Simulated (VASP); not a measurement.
```
CELL_PARAMETERS angstrom
      0.00000     2.35000     2.35000
      2.35000     0.00000     2.35000
      2.35000     2.35000     0.00000
ATOMIC_POSITIONS crystal
  Zr 0.00000 0.00000 0.00000
  C  0.50000 0.50000 0.50000
```

Method: PBEsol GGA, VASP's PBE PAW potentials (set 64) (plane waves; VASP). Numerical set-up: 520 eV cut-off, 12×12×12 Γ-centred mesh, first-order Methfessel-Paxton smearing of 0.10 eV, potentials Zr_sv C.

Task: The ions, cell shape and volume are relaxed. Give the cell that the relaxation ends in.

Result: 
```
CELL_PARAMETERS angstrom
      0.00000     2.33600     2.33600
      2.33600     0.00000     2.33600
      2.33600     2.33600     0.00000
ATOMIC_POSITIONS crystal
  Zr 0.00000 0.00000 0.00000
  C  0.50000 0.50000 0.50000
```
Space group Fm-3m (225), at a tolerance of 0.03 Å.

Task: How do energy and volume change from the first to the last step?

Result: The energy (σ→0) changes by -3.0 meV/atom and the volume by -1.8 %, in 3 ionic steps.

The compound is ZrC in the rock salt structure. This run relaxes it. Symmetry was kept, so distortions that lower it aren't found.
